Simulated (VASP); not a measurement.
# ZrScCl2 (P6/mmm) in VASP: band structure with r2SCAN

Aim: the band structure of ZrScCl2 with r2SCAN.

All numbers are computed with VASP 6.6.1; they aren't measurements. Logs are shortened: lines on timing, memory, paths and dates and some standing lists are left out, and cuts for length are marked.

### Step 1. The structure

Symmetry: P6/mmm, No. 191, hexagonal system. Conventional cell: a = 4.770 Å, b = 4.770 Å, c = 6.075 Å, α = 90.00°, β = 90.00°, γ = 120.00°. Zr (site symmetry 6/mmm) is surrounded by 2 Sc at 3.04 Å. Sc (site symmetry 6/mmm) has 6 Cl at 2.75 Å and 2 Zr at 3.04 Å as nearest neighbours. Cl (site symmetry -6m2) has 3 Sc at 2.75 Å and 3 Cl at 2.75 Å as nearest neighbours.

The cell was built by a generator and needn't be a form met in nature.

### Step 2. Band structure, r2SCAN

The input, INCAR:

```
SYSTEM = ZrScCl2
PREC = Accurate
ENCUT = 520
EDIFF = 1E-6
ISMEAR = -1
SIGMA = 0.05
LREAL = .False.
LASPH = .True.
NELM = 80
ALGO = Normal
ISIF = 2
LWAVE = .False.
LCHARG = .False.
LMAXMIX = 4
METAGGA = R2SCAN
LMIXTAU = .True.
NBANDS = 26
```

The input, KPOINTS:

```
regular mesh
0
Gamma
  5 5 4
  0 0 0
```

The input, POSCAR:

```
ZrScCl2
1.0
    4.7703200000      0.0000000000      0.0000000000
   -2.3851600000      4.1312200000      0.0000000000
    0.0000000000      0.0000000000      6.0746500000
Zr Sc Cl
1 1 2
Direct
    0.0000000000      0.0000000000      0.5000000000
    0.0000000000      0.0000000000      0.0000000000
    0.3333300000      0.6666700000      0.0000000000
    0.6666700000      0.3333300000      0.0000000000
```

The input, KPOINTS_OPT:

```
path GMKGALHA,LM,KH
10
line-mode
reciprocal
 0.0000000000  0.0000000000  0.0000000000  G
 0.5000000000  0.0000000000  0.0000000000  M

 0.5000000000  0.0000000000  0.0000000000  M
 0.3333333333  0.3333333333  0.0000000000  K

 0.3333333333  0.3333333333  0.0000000000  K
 0.0000000000  0.0000000000  0.0000000000  G

 0.0000000000  0.0000000000  0.0000000000  G
 0.0000000000  0.0000000000  0.5000000000  A

 0.0000000000  0.0000000000  0.5000000000  A
 0.5000000000  0.0000000000  0.5000000000  L

 0.5000000000  0.0000000000  0.5000000000  L
 0.3333333333  0.3333333333  0.5000000000  H

 0.3333333333  0.3333333333  0.5000000000  H
 0.0000000000  0.0000000000  0.5000000000  A

 0.5000000000  0.0000000000  0.5000000000  L
 0.5000000000  0.0000000000  0.0000000000  M

 0.3333333333  0.3333333333  0.0000000000  K
 0.3333333333  0.3333333333  0.5000000000  H
```

Potentials or basis: VASP PAW PBE potentials, release 64 (Zr_sv, Sc_sv, Cl).

The run is started by

```sh
$ cat potpaw_PBE.64/Zr_sv/POTCAR potpaw_PBE.64/Sc_sv/POTCAR potpaw_PBE.64/Cl/POTCAR > POTCAR
$ mpirun -np 1 vasp_std > vasp.out
```

OUTCAR:

```text
SYSTEM = ZrScCl2
   PREC = Accurate
   ENCUT = 520
   EDIFF = 1E-6
   ISMEAR = -1
   LREAL = .False.
   LASPH = .True.
   NELM = 80
   ISIF = 2
   METAGGA = R2SCAN

 ion  position               nearest neighbor table
   1  0.000  0.000  0.500-   2 3.04   2 3.04
   2  0.000  0.000  0.000-   3 2.75   4 2.75   4 2.75   3 2.75   4 2.75   3 2.75   1 3.04   1 3.04

   3  0.333  0.667  0.000-   2 2.75   2 2.75   2 2.75
   4  0.667  0.333  0.000-   2 2.75   2 2.75   2 2.75

  LATTYP: Found a hexagonal cell.
 ALAT       =     4.7703200000
 C/A-ratio  =     1.2734261014

  Lattice vectors:

 A1 = (   4.7703200000,   0.0000000000,   0.0000000000)
 A2 = (  -2.3851600000,   4.1312200000,   0.0000000000)
 A3 = (   0.0000000000,   0.0000000000,   6.0746500000)

Analysis of symmetry for initial positions (statically):
=====================================================================
 Subroutine PRICEL returns:
 Original cell was already a primitive cell.

 Routine SETGRP: Setting up the symmetry group for a
 hexagonal supercell.

 Subroutine GETGRP returns: Found  8 space group operations
 (whereof  8 operations were pure point group operations)
 out of a pool of 24 trial point group operations.

The static configuration has the point symmetry D_2h.

Analysis of symmetry for dynamics (positions and initial velocities):
=====================================================================
 Subroutine PRICEL returns:
 Original cell was already a primitive cell.

 Routine SETGRP: Setting up the symmetry group for a
 hexagonal supercell.

 Subroutine GETGRP returns: Found  8 space group operations
 (whereof  8 operations were pure point group operations)
 out of a pool of 24 trial point group operations.

The dynamic configuration has the point symmetry D_2h.

 Subroutine INISYM returns: Found  8 space group operations
 (whereof  8 operations are pure point group operations),
 and found     1 'primitive' translations

----------------------------------------------------------------------------------------

                                     Primitive cell

  volume of cell :     119.7146

  direct lattice vectors                    reciprocal lattice vectors
     4.770320000  0.000000000  0.000000000     0.209629543  0.121029623  0.000000000
    -2.385160000  4.131220000  0.000000000     0.000000000  0.242059246  0.000000000
     0.000000000  0.000000000  6.074650000     0.000000000  0.000000000  0.164618538

  length of vectors
     4.770320000  4.770321469  6.074650000     0.242059321  0.242059246  0.164618538

  position of ions in fractional coordinates (direct lattice)
     0.000000000  0.000000000  0.500000000
     0.000000000  0.000000000  0.000000000
     0.333330000  0.666670000  0.000000000
     0.666670000  0.333330000  0.000000000

  ion indices of the primitive-cell ions
   primitive index   ion index
                 1           1
                 2           2
                 3           3
                 4           4

----------------------------------------------------------------------------------------

 KPOINTS: regular mesh

Automatic generation of k-mesh.
 Grid dimensions read from file:
 generate k-points for:    5    5    4

 Generating k-lattice:

  Cartesian coordinates                     Fractional coordinates (reciprocal lattice)
     0.041925909  0.024205925  0.000000000     0.200000000  0.000000000  0.000000000
     0.000000000  0.048411849  0.000000000     0.000000000  0.200000000  0.000000000
     0.000000000  0.000000000  0.041154634     0.000000000  0.000000000  0.250000000

  Length of vectors
     0.048411864  0.048411849  0.041154634

  Shift w.r.t. Gamma in fractional coordinates (k-lattice)
     0.000000000  0.000000000  0.000000000

 Subroutine IBZKPT returns following result:
 ===========================================

 Found     27 irreducible k-points:

 Following reciprocal coordinates:
            Coordinates               Weight
  0.000000  0.000000  0.000000      1.000000
  0.200000  0.000000  0.000000      4.000000
 -0.200000  0.200000  0.000000      2.000000
  0.400000  0.000000  0.000000      4.000000
 -0.400000  0.400000  0.000000      2.000000
  0.200000  0.200000  0.000000      2.000000
[... 16 lines left out ...]
 -0.400000  0.400000  0.500000      2.000000
  0.200000  0.200000  0.500000      2.000000
 [... further k-points ...]
   k-points           NKPTS =     27   k-points in BZ     NKDIM =     27   number of bands    NBANDS=     26
   number of dos      NEDOS =    301   number of ions     NIONS =      4
   total plane-waves  NPLWV =  62208
   dimension x,y,z NGX =    36 NGY =   36 NGZ =   48
   dimension x,y,z NGXF=    72 NGYF=   72 NGZF=   96
   ions per type =               1   1   2
   NGX,Y,Z   is equivalent  to a cutoff of  12.55, 12.55, 13.14 a.u.
   NGXF,Y,Z  is equivalent  to a cutoff of  25.09, 25.09, 26.27 a.u.
 SYSTEM =  ZrScCl2
   PREC   = accura    normal or accurate (medium, high low for compatibility)
   ISTART =      0    job   : 0-new  1-cont  2-samecut
   ICHARG =      2    charge: 1-file 2-atom 10-const
   ISPIN  =      1    spin polarized calculation?
   LNONCOLLINEAR =      F non collinear calculations
   LSORBIT =      F    spin-orbit coupling
   LASPH  =      T    aspherical Exc in radial PAW
   ENCUT  =  520.0 eV  38.22 Ry    6.18 a.u.   8.87  8.87 11.29*2*pi/ulx,y,z
   NELM   =     80;   NELMIN=  2; NELMDL= -5     # of ELM steps
   EDIFF  = 0.1E-05   stopping-criterion for ELM
   LREAL  =      F    real-space projection
[... 7 lines left out ...]
   TEBEG  =    0.0;   TEEND  =   0.0 temperature during run
   PSTRESS=    0.0 pullay stress
   NELECT =      37.0000    total number of electrons
   NUPDOWN=      -1.0000    fix difference up-down
   EMIN   =  10.00;   EMAX   =-10.00  energy-range for DOS
   EFERMI =   0.00;   METHOD = LEGACY
   ISMEAR =    -1;   SIGMA  =   0.05  broadening in eV -4-tet -1-fermi 0-gaus
   EFERMI_NEDOS =   21; number of points for ismear=-14 and -15
   IALGO  =     38    algorithm
   IMIX   =      4    mixing-type and parameters
     AMIX     =   0.40;   BMIX     =  1.00
     AMIX_MAG =   1.60;   BMIX_MAG =  1.00
  volume/ion in A,a.u.               =      29.93       201.97
  Fermi-wavevector in a.u.,A,eV,Ry     =   1.106861  2.091664 16.669056  1.225141
  Thomas-Fermi vector in A             =   2.243367
   LORBIT       =      0    0 simple, 1 ext, 2 COOP (PROOUT), +10 PAW based schemes
   METAGGA = R2SCAN    functional components
   LHFCALC =     F    Hartree Fock is set to
   AEXX    =    0.0000 exact exchange contribution
   IVDW    =     0    specifies the selected vdW correction
   LEPSILON=     F    determine dielectric tensor
   LRPA    =     F    only Hartree local field effects (RPA)
 non-spin polarized calculation
  energy-cutoff  :      520.00
  volume of cell :      119.71
 maximum number of plane-waves:      3250
   NGX = 17   NGY = 17   NGZ = 23

 number of electron      36.9999996 magnetization

 Free energy of the ion-electron system (eV)
  ---------------------------------------------------
  ext. energy  EPLUGINS =         0.00000000
  ---------------------------------------------------
  free energy    TOTEN  =       -46.02542160 eV

  energy without entropy =      -45.96237630  energy(sigma->0) =      -45.99389895

 E-fermi :   3.8271     XC(G=0):  -9.0013

 val. band max:        3.8034247521   @ k =  -0.2000   0.2000   0.5000
 cond. band min:       3.8313741019   @ k =   0.2000   0.2000   0.0000
 fundamental gap:      0.0279493499
 Fermi energy:         3.8271188819

 k-point     1 :       0.0000    0.0000    0.0000
  band No.  band energies     occupation
      1     -48.7232      2.00000
      2     -48.1622      2.00000
      3     -26.4337      2.00000
      4     -26.4336      2.00000
      5     -26.3558      2.00000
      6     -25.5971      2.00000
[... 18 lines left out ...]
     25       6.8223      0.00000
     26       6.8297      0.00000

 k-point     2 :       0.2000    0.0000    0.0000
  band No.  band energies     occupation
      1     -48.7231      2.00000
      2     -48.1621      2.00000
      3     -26.4393      2.00000
      4     -26.4345      2.00000
      5     -26.3556      2.00000
      6     -25.5998      2.00000
[... 18 lines left out ...]
     25       6.5901      0.00000
     26       6.7576      0.00000

 k-point     3 :      -0.2000    0.2000    0.0000
  band No.  band energies     occupation
      1     -48.7231      2.00000
      2     -48.1621      2.00000
      3     -26.4393      2.00000
      4     -26.4346      2.00000
      5     -26.3556      2.00000
      6     -25.5998      2.00000
[... 18 lines left out ...]
     25       6.5900      0.00000
     26       6.7576      0.00000

 k-point     4 :       0.4000    0.0000    0.0000
  band No.  band energies     occupation
      1     -48.7229      2.00000
      2     -48.1620      2.00000
      3     -26.4485      2.00000
      4     -26.4360      2.00000
      5     -26.3551      2.00000
      6     -25.6043      2.00000
[... 18 lines left out ...]
     25       6.4232      0.00000
     26       6.4949      0.00000
[... 496 lines left out ...]
      1     -48.7211      2.00000
      2     -48.1641      2.00000
      3     -26.4474      2.00000
      4     -26.4349      2.00000
      5     -26.2842      2.00000
      6     -25.6056      2.00000
[... 18 lines left out ...]
     25       5.3965      0.00000
     26       5.6559      0.00000

 k-point    23 :      -0.4000    0.4000    0.5000
  band No.  band energies     occupation
      1     -48.7211      2.00000
      2     -48.1641      2.00000
      3     -26.4474      2.00000
      4     -26.4350      2.00000
      5     -26.2842      2.00000
      6     -25.6056      2.00000
[... 18 lines left out ...]
     25       5.3965      0.00000
     26       5.6559      0.00000

 k-point    24 :       0.2000    0.2000    0.5000
  band No.  band energies     occupation
      1     -48.7211      2.00000
      2     -48.1641      2.00000
      3     -26.4440      2.00000
      4     -26.4363      2.00000
      5     -26.2842      2.00000
      6     -25.6040      2.00000
[... 18 lines left out ...]
     25       5.2266      0.00000
     26       6.2232      0.00000

 [... further k-points ...]
[... 5 lines left out ...]
  --------------------------------------------------------------------------------------
  -------------------------------------------------------------------------------------
  Total       -1.4322018     -1.4318519      1.0541685      0.0003041      0.0000000      0.0000000
  in kB      -19.1675989    -19.1629152     14.1082619      0.0040699      0.0000000      0.0000000
  external PRESSURE =      -8.0740841 kB  Pullay stress =       0.0000000 kB

 VOLUME and BASIS-vectors are now :
 -----------------------------------------------------------------------------
  energy-cutoff  :      520.00
  volume of cell :      119.71
      direct lattice vectors                 reciprocal lattice vectors
     4.770320000  0.000000000  0.000000000     0.209629543  0.121029623  0.000000000
    -2.385160000  4.131220000  0.000000000     0.000000000  0.242059246  0.000000000
     0.000000000  0.000000000  6.074650000     0.000000000  0.000000000  0.164618538

 POSITION                                       TOTAL-FORCE (eV/Angst)
 -----------------------------------------------------------------------------------
      0.00000      0.00000      3.03733        -0.000000      0.000000     -0.000000
      0.00000      0.00000      0.00000        -0.000000      0.000000     -0.000000
     -0.00002      2.75416      0.00000         0.000314     -0.000181      0.000000
      2.38518      1.37706      0.00000        -0.000314      0.000181     -0.000000
 -----------------------------------------------------------------------------------
    total drift:                                0.000000      0.000000      0.000000

  FREE ENERGIE OF THE ION-ELECTRON SYSTEM (eV)
  ---------------------------------------------------
  free  energy   TOTEN  =       -46.0254216020 eV

  energy  without entropy=      -45.9623762959  energy(sigma->0) =      -45.99389895
```

Wall time 8.4 min (1 thread of Intel Xeon 6975P-C (Granite Rapids), shared host); peak memory 0.32 GiB.

What came out:

| Property | Result |
| --- | --- |
| Free energy | -46.0254 eV |
| Pressure | -0.8 GPa |
| Band gap along the path | none (metal or under the smearing width) |

Stress tensor (GPa, compression positive):
```
-1.92  0.00  0.00
 0.00 -1.92  0.00
 0.00  0.00  1.41
```

Levels at the corners of the path, in eV from the Fermi level:
```
point  band 14  band 15  band 16  band 17  band 18  band 19  band 20  band 21  band 22  band 23
    Γ    -3.60    -3.59    -3.46    -2.79    -1.29    -0.14    -0.14     0.34     0.34     2.71
    M    -4.32    -3.55    -3.23    -2.02    -0.54    -0.37     0.30     0.78     1.05     1.38
    M    -4.32    -3.55    -3.23    -2.02    -0.54    -0.37     0.30     0.78     1.05     1.38
    K    -4.85    -4.85    -2.06    -2.00     0.01     0.01     0.09     0.09     1.24     1.76
    K    -4.85    -4.85    -2.06    -2.00     0.01     0.01     0.09     0.09     1.24     1.76
    Γ    -3.60    -3.59    -3.46    -2.79    -1.29    -0.14    -0.14     0.34     0.34     2.71
    Γ    -3.60    -3.59    -3.46    -2.79    -1.29    -0.14    -0.14     0.34     0.34     2.71
    A    -3.63    -3.63    -3.48    -1.18    -0.10    -0.09     0.25     0.25     0.93     0.93
    A    -3.63    -3.63    -3.48    -1.18    -0.10    -0.09     0.25     0.25     0.93     0.93
    L    -4.48    -3.56    -3.22    -0.62    -0.20     0.30     0.31     0.78     0.78     1.03
    L    -4.48    -3.56    -3.22    -0.62    -0.20     0.30     0.31     0.78     0.78     1.03
    H    -4.89    -4.89    -2.06    -0.75     0.33     0.36     0.36     0.52     0.52     1.06
    H    -4.89    -4.89    -2.06    -0.75     0.33     0.36     0.36     0.52     0.52     1.06
    A    -3.63    -3.63    -3.48    -1.18    -0.10    -0.09     0.25     0.25     0.93     0.93
    L    -4.48    -3.56    -3.22    -0.62    -0.20     0.30     0.31     0.78     0.78     1.03
    M    -4.32    -3.55    -3.23    -2.02    -0.54    -0.37     0.30     0.78     1.05     1.38
    K    -4.85    -4.85    -2.06    -2.00     0.01     0.01     0.09     0.09     1.24     1.76
    H    -4.89    -4.89    -2.06    -0.75     0.33     0.36     0.36     0.52     0.52     1.06
```

Caveat: the PAW data sets were made with another functional, which shifts forces and pressure a little; an odd number of electrons without spin polarisation forces a metal; a magnetic or distorted state may lie lower.
